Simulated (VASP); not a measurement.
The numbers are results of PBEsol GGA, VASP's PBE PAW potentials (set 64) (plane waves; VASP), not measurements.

VASP input:

### POSCAR
```
Ag
1
    0.0000000000     2.0254256448     2.0254256448
    2.0254256448     0.0000000000     2.0254256448
    2.0254256448     2.0254256448     0.0000000000
Ag
1
Direct
  0.0000000000   0.0000000000   0.0000000000
```

### INCAR
```
ALGO = Normal
EDIFF = 1E-6
EDIFFG = -0.01
ENCUT = 480
GGA = PS
IBRION = 2
ISIF = 3
ISMEAR = 1
LASPH = .TRUE.
LCHARG = .FALSE.
LMAXMIX = 4
LREAL = .FALSE.
LWAVE = .FALSE.
NELM = 100
NSW = 60
PREC = Accurate
SIGMA = 0.1
SYSTEM = Ag
```

### KPOINTS
```
Automatic mesh
0
Gamma
14 14 14
0 0 0
```

POTCAR, in this order: Ag (PBE.64 set). Program: vasp_std.

The resulting files:

File OSZICAR:
```
       N       E                     dE             d eps       ncg     rms          rms(c)
DAV:   1     0.414362116960E+02    0.41436E+02   -0.54354E+03  1920   0.103E+03
DAV:   2    -0.333513534060E+01   -0.44771E+02   -0.42905E+02  1925   0.202E+02
DAV:   3    -0.366771862263E+01   -0.33258E+00   -0.33251E+00  2240   0.216E+01
DAV:   4    -0.366836987069E+01   -0.65125E-03   -0.65123E-03  2119   0.874E-01
DAV:   5    -0.366837435093E+01   -0.44802E-05   -0.44802E-05  2082   0.669E-02    0.594E+00
DAV:   6    -0.332466162450E+01    0.34371E+00   -0.16400E+00  1901   0.138E+01    0.352E+00
DAV:   7    -0.331324637327E+01    0.11415E-01   -0.15078E-02  2020   0.131E+00    0.197E+00
DAV:   8    -0.330897252374E+01    0.42738E-02   -0.75634E-04  1899   0.249E-01    0.911E-02
DAV:   9    -0.330897989788E+01   -0.73741E-05   -0.95235E-06  2173   0.294E-02    0.118E-02
DAV:  10    -0.330898342738E+01   -0.35295E-05   -0.20652E-06  2008   0.158E-02    0.621E-03
DAV:  11    -0.330898317964E+01    0.24774E-06   -0.73068E-08   999   0.299E-03
   1 F= -.33089832E+01 E0= -.33090625E+01  d E =-.330898E+01
```

**OUTCAR**
```
------------------------ aborting loop because EDIFF is reached ----------------------------------------
  FORCE on cell =-STRESS in cart. coord.  units (eV):
  Direction    XX          YY          ZZ          XY          YZ          ZX
  --------------------------------------------------------------------------------------
  Total        0.0016677      0.0016677      0.0016677     -0.0000000     -0.0000000      0.0000000
  in kB        0.1607866      0.1607866      0.1607866     -0.0000000     -0.0000000      0.0000000
  external PRESSURE =       0.1607866 kB  Pullay stress =       0.0000000 kB
  volume of cell :       16.62
      direct lattice vectors                 reciprocal lattice vectors
     0.000000000  2.025425645  2.025425645    -0.246861691  0.246861691  0.246861691
     2.025425645  0.000000000  2.025425645     0.246861691 -0.246861691  0.246861691
     2.025425645  2.025425645  0.000000000     0.246861691  0.246861691 -0.246861691
 POSITION                                       TOTAL-FORCE (eV/Angst)
 -----------------------------------------------------------------------------------
      0.00000      0.00000      0.00000         0.000000      0.000000     -0.000000
 -----------------------------------------------------------------------------------
    total drift:                               -0.000000     -0.000000     -0.000000
  FREE ENERGIE OF THE ION-ELECTRON SYSTEM (eV)
  ---------------------------------------------------
  free  energy   TOTEN  =        -3.3089831796 eV

  energy  without entropy=       -3.3092210189  energy(sigma->0) =       -3.30906246

 reached required accuracy - stopping structural energy minimisation
```
(Selected blocks of OUTCAR.)

The compound is Ag in the fcc structure. It was relaxed first. The start is the result of an earlier pass.
